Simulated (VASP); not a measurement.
## Band edges against the vacuum: GaN(110)

Where do the bulk band edges lie against the vacuum outside GaN(110)? The cell is generated by rule, not measured, and may not be a known phase.

Program: VASP 6.6.1. Level of theory: PBE; plane waves and PAW (Ga, N), in the first sound run; inputs show where later runs differ. Results are calculated unless marked as measured.

This is a report of a sequence of runs, with most program output left out.

## Step 1: Starting point

The structure is cubic, space group F-43m (No. 216). Conventional cell: a = 4.520 Å, b = 4.520 Å, c = 4.520 Å, α = 90.00°, β = 90.00°, γ = 90.00°. Nearest to Ga lie 4 N at 1.96 Å. Nearest to N lie 4 Ga at 1.96 Å. Farther neighbours and most contacts between anions are not listed.

Structure file:

```xyz
2
Lattice="0.0000 2.2600 2.2600 2.2600 0.0000 2.2600 2.2600 2.2600 0.0000" Properties=species:S:1:pos:R:3 pbc="T T T"
Ga    0.0000    0.0000    0.0000
N     1.1300    1.1300    1.1300
```

## Step 2: Relaxing the bulk crystal

First cell and atoms are relaxed at a raised cutoff, so that later runs start from this functional's own cell.

Contents of INCAR:

```
SYSTEM = GaN
PREC = Accurate
ENCUT = 520
EDIFF = 1E-06
NELM = 120
ISMEAR = 0
SIGMA = 0.03
LREAL = .FALSE.
ALGO = Normal
GGA = PE
NBANDS = 10
LORBIT = 11
LWAVE = .FALSE.
LCHARG = .FALSE.
KPAR = 4
IBRION = 2
NSW = 40
ISIF = 3
EDIFFG = -0.02
POTIM = 0.4
```

Contents of POSCAR:

```
GaN
1.0
    0.0000000000      2.2600000000      2.2600000000
    2.2600000000      0.0000000000      2.2600000000
    2.2600000000      2.2600000000      0.0000000000
Ga N
1 1
Direct
    0.0000000000      0.0000000000      0.0000000000
    0.2500000000      0.2500000000      0.2500000000
```

Contents of KPOINTS:

```
Automatic mesh
0
Gamma
7 7 7
0 0 0
```

The projector-augmented-wave data sets are Ga and N (PBE family, release 64).

Started as:

```console
$ mpirun -np 4 vasp_std
```

Wall time 5 s (4 MPI ranks of AMD EPYC 7R43, shared host); peak memory 0.45 GiB.

The data set Ga keeps the semicore shell frozen, which is cheaper and a little less accurate. The run keeps the 24 symmetry operations of its start, so it cannot find a distortion of lower symmetry.

The steps of the relaxation:

```csv
step,energy less that of the first step (eV),largest force (eV/Å),pressure (GPa),volume (Å³)
1,0.0000,0.0000,9.13,23.09
2,-0.0163,0.0000,-5.25,24.89
3,-0.0288,0.0000,0.02,24.14
```

```csv
"conventional cell, symmetrised",before,after,change
a (Å),4.520,4.588,+1.5 %
b (Å),4.520,4.588,+1.5 %
c (Å),4.520,4.588,+1.5 %
volume (Å³/atom),11.54,12.07,+4.6 %
```

The relaxed structure:

```xyz
2
Lattice="0.0000 2.2940 2.2940 2.2940 0.0000 2.2940 2.2940 2.2940 0.0000" Properties=species:S:1:pos:R:3 pbc="T T T"
Ga    0.0000    0.0000    0.0000
N     1.1470    1.1470    1.1470
```

This step gave:

| Quantity | Value |
| --- | --- |
| electronic cycles | 25 |
| electrons | 8 |
| free energy (TOTEN) | -12.15 eV |
| Fermi energy | 2.656 eV |

The run ended after 3 ionic steps, 0.029 eV below its first step, once forces and stress met EDIFFG = -0.02.

## Step 3: Band edges of the bulk

A static bulk run at the slab's cutoff gives the band edges and the core potentials that tie them to the slab.

Contents of INCAR:

```
SYSTEM = GaN
PREC = Normal
ENCUT = 440
EDIFF = 1E-06
NELM = 120
ISMEAR = 0
SIGMA = 0.03
LREAL = .FALSE.
ALGO = Normal
GGA = PE
NBANDS = 10
LORBIT = 11
LWAVE = .FALSE.
LCHARG = .FALSE.
KPAR = 4
```

Contents of POSCAR:

```
GaN
1.0
    0.0000000000      2.2939876932      2.2939876932
    2.2939876932      0.0000000000      2.2939876932
    2.2939876932      2.2939876932      0.0000000000
Ga N
1 1
Direct
    0.0000000000      0.0000000000      0.0000000000
    0.2500000000      0.2500000000      0.2500000000
```

Contents of KPOINTS:

```
Automatic mesh
0
Gamma
16 16 16
0 0 0
```

Started as:

```console
$ mpirun -np 4 vasp_std
```

Run time: 5 s. Hardware: 4 MPI ranks; peak memory 0.45 GiB; 17 s of CPU time.

The gap is read on the k-mesh alone, so it is an upper bound where the band edges lie off the mesh.

Numbers from this step:

```
electronic cycles              : 12
free energy (TOTEN)            : -12.16 eV
Fermi energy                   : 2.660 eV
metallic                       : no
gap on the k-mesh              : 1.457 eV
least direct gap on the k-mesh : 1.457 eV
```

## Step 4: Surface relaxation

This step: PBE; plane waves and PAW (Ga, N) (VASP 6.6.1).

System of this step: GaN(110). The cell holds 18 atoms: 9 Ga and 9 N. Its edges and angles: a = 3.244 Å, b = 4.588 Å, c = 28.977 Å, α = 90.0°, β = 90.0°, γ = 90.0°. It derives from GaN. 9 layers, cut at this functional's lattice. Vacuum lies along c.

All atoms relax at the fixed cell.

Contents of INCAR:

```
SYSTEM = GaN
PREC = Normal
ENCUT = 440
EDIFF = 1E-05
NELM = 120
ISMEAR = 0
SIGMA = 0.03
LREAL = Auto
ALGO = Fast
GGA = PE
NBANDS = 54
LORBIT = 11
LWAVE = .FALSE.
LCHARG = .FALSE.
KPAR = 4
IBRION = 2
NSW = 60
ISIF = 2
EDIFFG = -0.03
POTIM = 0.4
MAXMIX = 40
IDIPOL = 3
LDIPOL = .TRUE.
DIPOL = 0.5 0.5 0.5
```

Contents of POSCAR:

```
GaN
1.0
    3.2441885076      0.0000000000      0.0000000000
    0.0000000000      4.5879753864      0.0000000000
    0.0000000000      0.0000000000     28.9767540306
Ga N
9 9
Direct
    0.0000000000      0.0000000000      0.2760833700
    0.5000000000      0.5000000000      0.3320625300
    0.0000000000      0.0000000000      0.3880416900
    0.5000000000      0.5000000000      0.4440208400
    0.0000000000      0.0000000000      0.5000000000
    0.5000000000      0.5000000000      0.5559791600
    0.0000000000      0.0000000000      0.6119583100
    0.5000000000      0.5000000000      0.6679374700
    0.0000000000      0.0000000000      0.7239166300
    0.0000000000      0.7500000000      0.3320625300
    0.5000000000      0.2500000000      0.2760833700
    0.0000000000      0.7500000000      0.4440208400
    0.5000000000      0.2500000000      0.3880416900
    0.0000000000      0.7500000000      0.5559791600
    0.5000000000      0.2500000000      0.5000000000
    0.0000000000      0.7500000000      0.6679374700
    0.5000000000      0.2500000000      0.6119583100
    0.5000000000      0.2500000000      0.7239166300
```

Contents of KPOINTS:

```
Automatic mesh
0
Gamma
7 5 1
0 0 0
```

Started as:

```console
$ mpirun -np 4 vasp_std
```

It took 4.5 min on 4 MPI ranks; peak memory 1.3 GiB; 18 min of CPU time.

The run keeps the 4 symmetry operations of its start, so it cannot find a distortion of lower symmetry.

Relaxation path:

```csv
step,energy less that of the first step (eV),largest force (eV/Å)
1,0.0000,2.7296
2,-0.6130,1.3340
3,-0.7044,0.9051
4,-0.8214,0.4797
5,-0.8524,0.4287
6,-0.8740,0.1843
7,-0.8742,0.1904
8,-0.8806,0.1175
9,-0.8807,0.1211
10,-0.8843,0.0591
11,-0.8847,0.0862
12,-0.8865,0.0637
13,-0.8882,0.1124
14,-0.8892,0.0908
15,-0.8903,0.0424
16,-0.8903,0.0415
17,-0.8906,0.0262
```

The atoms that moved most (Å):

```csv
atom,dx,dy,dz,length
Ga1,0.000,0.196,0.203,0.282
Ga9,0.000,0.196,-0.203,0.282
Ga2,0.000,-0.019,-0.056,0.059
Ga8,0.000,-0.019,0.056,0.059
N18,0.000,-0.015,0.053,0.055
N11,0.000,-0.015,-0.053,0.055
N16,0.000,-0.038,0.016,0.041
N10,0.000,-0.038,-0.016,0.041
```

Final coordinates:

```xyz
18
Lattice="3.2442 0.0000 0.0000 0.0000 4.5880 0.0000 0.0000 0.0000 28.9768" Properties=species:S:1:pos:R:3
Ga    0.0000    0.1962    8.2030
Ga    1.6221    2.2746    9.5662
Ga    0.0000   -0.0227   11.2546
Ga    1.6221    2.2642   12.8594
Ga    0.0000   -0.0236   14.4884
Ga    1.6221    2.2642   16.1174
Ga    0.0000   -0.0227   17.7222
Ga    1.6221    2.2746   19.4106
Ga    0.0000    0.1962   20.7738
N     0.0000    3.4032    9.6058
N     1.6221    1.1325    7.9466
N     0.0000    3.4129   12.8662
N     1.6221    1.1270   11.2343
N     0.0000    3.4129   16.1106
N     1.6221    1.1226   14.4884
N     0.0000    3.4032   19.3709
N     1.6221    1.1270   17.7424
N     1.6221    1.1325   21.0301
```

Numbers from this step:

```yaml
electronic_cycles: 123
electrons: 72
free_energy_toten: -106.1629 eV
fermi_energy: -1.4 eV
dipole_moment: 0, 0, 0 e·Å
gap_on_the_k_mesh: 1.339 eV
least_direct_gap_on_the_k_mesh: 1.339 eV
```

The run ended after 17 ionic steps, 0.891 eV below its first step, once the forces on the free atoms met EDIFFG = -0.03.

## Step 5: Potential and states of the slab

A static run writes the electrostatic potential without exchange and correlation (LVHAR), which is flat in the vacuum and gives the level to count from. The dipole correction cancels the field that unlike faces would set up across the vacuum.

Contents of INCAR:

```
SYSTEM = GaN
PREC = Normal
ENCUT = 440
EDIFF = 1E-06
NELM = 120
ISMEAR = 0
SIGMA = 0.03
LREAL = Auto
ALGO = Fast
GGA = PE
NBANDS = 54
LORBIT = 11
LWAVE = .FALSE.
LCHARG = .TRUE.
KPAR = 4
IDIPOL = 3
LDIPOL = .TRUE.
DIPOL = 0.5 0.5 0.5
LVHAR = .TRUE.
LVACPOTAV = .TRUE.
NEDOS = 1500
```

Contents of POSCAR:

```
GaN
1.0
    3.2441885076      0.0000000000      0.0000000000
    0.0000000000      4.5879753864      0.0000000000
    0.0000000000      0.0000000000     28.9767540306
Ga N
9 9
Direct
    0.0000000000      0.0427690275      0.2830884569
    0.5000000000      0.4957793651      0.3301329117
    0.0000000000      0.9950617386      0.3883993528
    0.5000000000      0.4935148546      0.4437822256
    0.0000000000      0.9948470418      0.5000000000
    0.5000000000      0.4935148546      0.5562177744
    0.0000000000      0.9950617386      0.6116006472
    0.5000000000      0.4957793651      0.6698670883
    0.0000000000      0.0427690275      0.7169115431
    0.0000000000      0.7417565252      0.3315014947
    0.5000000000      0.2468318061      0.2742417899
    0.0000000000      0.7438727629      0.4440164390
    0.5000000000      0.2456500114      0.3877015560
    0.0000000000      0.7438727629      0.5559835610
    0.5000000000      0.2446807755      0.5000000000
    0.0000000000      0.7417565252      0.6684985053
    0.5000000000      0.2456500114      0.6122984440
    0.5000000000      0.2468318061      0.7257582101
```

KPOINTS is that of step 4.

Contents of KPOINTS_OPT:

```
Line mode
14
Line-mode
Reciprocal
  0.00000000   0.00000000   0.00000000 GAMMA
  0.50000000   0.00000000   0.00000000 X

  0.50000000   0.00000000   0.00000000 X
  0.50000000   0.50000000   0.00000000 S

  0.50000000   0.50000000   0.00000000 S
  0.00000000   0.50000000   0.00000000 Y

  0.00000000   0.50000000   0.00000000 Y
  0.00000000   0.00000000   0.00000000 GAMMA

  0.00000000   0.00000000   0.00000000 GAMMA
  0.50000000   0.50000000   0.00000000 S
```

Started as:

```console
$ mpirun -np 4 vasp_std
```

Elapsed: 3 min, on 4 MPI ranks; peak memory 1.7 GiB; 12 min of CPU time.

Numbers from this step:

```yaml
electronic_cycles: 24
fermi_energy: -1.438 eV
least_gap_on_mesh_and_path: 1.337 eV
least_direct_gap_on_mesh_and_path: 1.338 eV
vacuum_levels: 4.255, 4.255 eV
ionisation_potentials_of_the_upper_and_lower_face: 5.826, 5.826 eV
electron_affinities_of_the_upper_and_lower_face: 4.490, 4.490 eV
```

The electronic bands at the labelled points (eV, zero at the valence-band top; v1 is the highest filled band, c1 the lowest empty one):

```csv
point,v4,v3,v2,v1,c1,c2,c3,c4
Γ,-0.26,-0.19,-0.10,0.00,1.34,1.97,2.96,3.45
0.46 of the way,-1.10,-0.87,-0.30,-0.17,2.95,3.10,3.78,4.11
X,-1.48,-1.43,-0.27,-0.20,2.80,2.95,3.57,3.93
0.54 of the way,-1.42,-1.33,-0.25,-0.17,3.26,3.30,4.58,4.72
S,-1.20,-1.11,-0.28,-0.16,3.13,3.26,4.59,4.93
0.54 of the way,-1.05,-1.00,-0.16,-0.14,3.54,3.59,4.90,5.14
Y,-1.02,-0.99,-0.24,-0.23,3.30,3.31,4.22,4.32
0.54 of the way,-0.56,-0.55,-0.15,-0.11,2.52,2.63,3.20,3.76
Γ,-0.26,-0.19,-0.10,0.00,1.34,1.97,2.96,3.45
0.54 of the way,-0.98,-0.84,-0.23,-0.15,3.24,3.36,4.25,4.69
S,-1.20,-1.11,-0.28,-0.16,3.13,3.26,4.59,4.93
```

Of the projections kept (Ga, N), the largest for each band there; the rest of the weight can lie on other orbitals:

```csv
point,v4,v3,v2,v1,c1,c2,c3,c4
Γ,N 0.72,N 0.74,N 0.75,N 0.79,N 0.53,N 0.58,N 0.60,Ga 0.77
X,N 0.65,N 0.65,N 0.79,N 0.79,Ga 0.90,Ga 0.90,Ga 0.83,Ga 0.78
S,N 0.65,N 0.67,N 0.78,N 0.80,Ga 0.81,Ga 0.78,Ga 0.65,Ga 0.64
Y,N 0.61,N 0.63,N 0.76,N 0.76,Ga 0.63,Ga 0.63,N 0.51,Ga 0.65
Γ,N 0.72,N 0.74,N 0.75,N 0.79,N 0.53,N 0.58,N 0.60,Ga 0.77
S,N 0.65,N 0.67,N 0.78,N 0.80,Ga 0.81,Ga 0.78,Ga 0.65,Ga 0.64
```

The planar average of the electrostatic potential oscillates, so the rows of the table below give means over windows of 1 Å about each position, cut where the curve ends. Its maxima inside the range that stand out by 2 % of the span (Å: eV): 8.5: -1.74, 10.4: -1.23, 12.0: -1.76, 13.7: -1.64, 15.3: -1.64, 17.0: -1.76, 18.5: -1.23, 20.5: -1.74. Its minima: 7.8: -3.53, 9.4: -3.98, 11.0: -3.66, 13.0: -3.73, 14.7: -3.69, 15.9: -3.73, 18.0: -3.66, 19.6: -3.98, 21.2: -3.53.

Zero at the Fermi level. Table of planar average of the electrostatic potential by height; means over each step:

height (Å), planar average of the electrostatic potential (eV) and a bar from the least value:
```
        0       5.70 ##############################
        1       5.70 ##############################
        2       5.70 ##############################
        3       5.70 ##############################
        4       5.70 ##############################
        5       5.69 ##############################
        6       5.60 ##############################
        7       3.74 ########################
        8      -2.67 ##
        9      -3.22 
       10      -2.78 ##
       11      -2.99 #
       12      -2.33 ###
       13      -3.30 
       14      -2.61 ##
       15      -2.57 ###
       16      -3.33 
       17      -2.33 ###
       18      -2.94 #
       19      -2.84 ##
       20      -3.18 #
       21      -2.64 ##
       22       3.88 ########################
       23       5.61 ##############################
       24       5.69 ##############################
       25       5.70 ##############################
       26       5.70 ##############################
       27       5.70 ##############################
       28       5.70 ##############################
```

Density of states in the PAW spheres, an atom over height of the layer and energy from the Fermi level.

Values in states/eV, 22 rows by 12 columns, each cell a mean:
```
0.00 0.00 0.00 0.00 0.00 0.00 0.00 0.00 0.00 0.00 0.00 0.00
0.10 0.03 0.03 0.04 0.01 0.01 0.01 0.01 0.02 0.03 0.03 0.10
1.74 0.40 0.33 0.35 0.07 0.12 0.10 0.12 0.21 0.33 0.40 1.74
0.23 0.11 0.13 0.25 0.10 0.23 0.22 0.23 0.17 0.13 0.11 0.23
0.57 0.30 0.37 0.65 0.33 0.50 0.56 0.50 0.49 0.37 0.30 0.57
0.74 0.41 0.59 0.83 0.45 0.62 0.58 0.62 0.64 0.59 0.41 0.74
0.68 0.47 0.58 0.69 0.43 0.61 0.63 0.61 0.56 0.58 0.47 0.68
0.47 0.41 0.54 0.68 0.43 0.53 0.50 0.53 0.56 0.54 0.41 0.47
0.30 0.31 0.45 0.59 0.45 0.51 0.51 0.51 0.52 0.45 0.31 0.30
0.28 0.34 0.40 0.39 0.37 0.38 0.40 0.38 0.38 0.40 0.34 0.28
0.21 0.29 0.37 0.36 0.33 0.37 0.37 0.37 0.35 0.37 0.29 0.21
0.22 0.31 0.30 0.30 0.28 0.35 0.35 0.35 0.29 0.30 0.31 0.22
0.10 0.17 0.15 0.13 0.12 0.14 0.13 0.14 0.12 0.15 0.17 0.10
0.12 0.26 0.15 0.07 0.11 0.09 0.08 0.09 0.09 0.15 0.26 0.12
0.14 0.29 0.25 0.13 0.18 0.15 0.17 0.15 0.15 0.25 0.29 0.14
0.26 0.61 0.45 0.29 0.46 0.30 0.26 0.30 0.38 0.45 0.61 0.26
0.22 0.44 0.66 0.51 0.88 0.73 0.71 0.73 0.69 0.66 0.44 0.22
0.07 0.15 0.20 0.18 0.35 0.30 0.36 0.30 0.27 0.20 0.15 0.07
0.03 0.08 0.08 0.09 0.16 0.14 0.12 0.14 0.13 0.08 0.08 0.03
0.00 0.00 0.00 0.00 0.00 0.00 0.00 0.00 0.00 0.00 0.00 0.00
0.00 0.00 0.00 0.00 0.00 0.00 0.00 0.00 0.00 0.00 0.00 0.00
0.00 0.00 0.00 0.00 0.00 0.00 0.00 0.00 0.00 0.00 0.00 0.00
```
Columns: height of the layer (Å) from 7.9 to 21 (not evenly spaced); rows upwards: energy from the Fermi level (eV) from -7.9 to 0.5.

Valence density in the cb plane at fractional x = 0.000, with atoms of Ga and N within 0.2 Å of it. It is the smooth field of the valence electrons, not physical close to the nuclei.

Values in e/Å³, 7 rows by 16 columns, each cell a mean:
```
0.0 0.0 0.0 0.0 0.0 0.0 0.0 0.1 0.2 1.0 0.5 0.1 0.8 0.7 0.1 0.6
0.0 0.0 0.0 0.0 0.0 0.0 0.0 0.0 0.3 2.8 1.1 0.2 2.1 2.0 0.2 1.3
0.0 0.0 0.0 0.0 0.0 0.0 0.0 0.0 0.1 1.5 0.5 0.1 1.1 1.0 0.1 0.6
0.0 0.0 0.0 0.0 0.0 0.0 0.0 0.0 0.1 0.2 0.1 0.0 0.2 0.2 0.0 0.1
0.0 0.0 0.0 0.0 0.0 0.0 0.0 0.1 0.1 0.1 0.1 0.1 0.1 0.1 0.1 0.1
0.0 0.0 0.0 0.0 0.0 0.0 0.0 0.1 0.2 0.1 0.1 0.2 0.1 0.1 0.2 0.1
0.0 0.0 0.0 0.0 0.0 0.0 0.0 0.1 0.1 0.2 0.2 0.1 0.2 0.2 0.1 0.2
```
Columns run along c (16.0 Å, from fractional 0.00 to 0.55 of the cell), rows up along b (4.6 Å). Atoms in or near the plane, at fractional coordinates: Ga at (0.28, 0.04), Ga at (0.39, 0.00), Ga at (0.50, 0.99), N at (0.33, 0.74), N at (0.44, 0.74).

Electrostatic potential energy in the cb plane at fractional x = 0.000, with atoms of Ga and N within 0.2 Å of it. With pseudopotentials it is smooth inside the atoms' cores, unlike the true potential.

Ten even steps from '0' (-27 eV) to '9' (5 eV), each cell a mean:
```
99999999999999999987437635775489647875499647
99999999999999999998743454126444354125444354
99999999999999999999887861004765660004765760
99999999999999999999999971005888871005888870
99999999999999999999999986458999986458999986
99999999999999999999999998889999998889999998
99999999999999999999999998889999998889999998
99999999999999999999998888889999998889999998
99999999999999999999876678888888888888888888
99999999999999999998634446888644578888644578
99999999999999999997469945886357447886367448
99999999999999999987379954885499737885599737
```
Columns run along c (16.0 Å, from fractional 0.00 to 0.55 of the cell; values clipped at the 3rd and 97th percentile), rows up along b (4.6 Å). Atoms in or near the plane, at fractional coordinates: Ga at (0.28, 0.04), Ga at (0.39, 0.00), Ga at (0.50, 0.99), N at (0.33, 0.74), N at (0.44, 0.74).

The map of layer states is cut here 0.5 eV above the Fermi level, so it leaves out the states above that.

The vacuum level lies 5.83 eV above the highest filled level at the upper face; both faces agree, as the slab has next to no dipole.

The program found no field-free point at its default tolerance, but its printed level agrees with the flat part of the planar average.

## Step 6: Lining up bulk and slab

This step: band edges against the vacuum, PBE; plane waves and PAW (VASP 6.6.1).

Derived from the runs above.

Numbers from this step:

- ionisation energy: 6.020 eV
- offset spread: 0.02800 eV
- bulk gap: 1.457 eV
- slab gap: 1.337 eV
- electron affinity: 4.564 eV
- buckling: 0.2563 Å
- tilt: 15.31 degree
- surface energy, relaxed: 1.758 J/m²

The averaged core potentials of the four middle atoms lie -4.268 eV from those of the bulk run. The bulk valence top (2.502 eV), moved by that offset, is taken from the upper vacuum level (4.255 eV).

## Step 7: Results

| Item | Value |
| --- | --- |
| ionisation energy | 6.02 eV |
| electron affinity | 4.56 eV |
| buckling | 0.256 Å |
| surface energy, relaxed | 1.76 J/m² |

What this shows: The bulk valence-band top lies 6.02 eV below the vacuum of GaN(110), and the conduction-band bottom 4.56 eV. The top layer buckles by 0.26 Å, a tilt of 15°, with N outermost, as the anion takes the dangling-bond electrons and the cation flattens towards sp². The surface costs 1.76 J/m². The slab's least gap is 1.34 eV, against 1.46 eV in the bulk. Confinement widens it, surface states can narrow it, and the two gaps need not lie at the same wave vector; the faces' own affinities count to the slab's lowest empty state. The offsets of the four middle atoms spread by 0.03 eV; a shift common to all four would not show in it. One thickness was run. Semilocal band edges put the valence top too high and the gap too small. Spin-orbit coupling, left out here, would raise the valence top further.

[Lines on the potential files, build, host, timing and source positions are cut from VASP's logs without a mark.]

[Logs are printed without paths, hosts, clocks, repeated set-up lines and the standing remarks that a program may print on its own settings, such as how far it seeks lower states.]

[Hosts, paths, dates, database ids (printed as entryN), source tags and the programs' standing remarks are cut or masked in the printed files.]

[Runs that stopped without an error message from VASP are left out.]
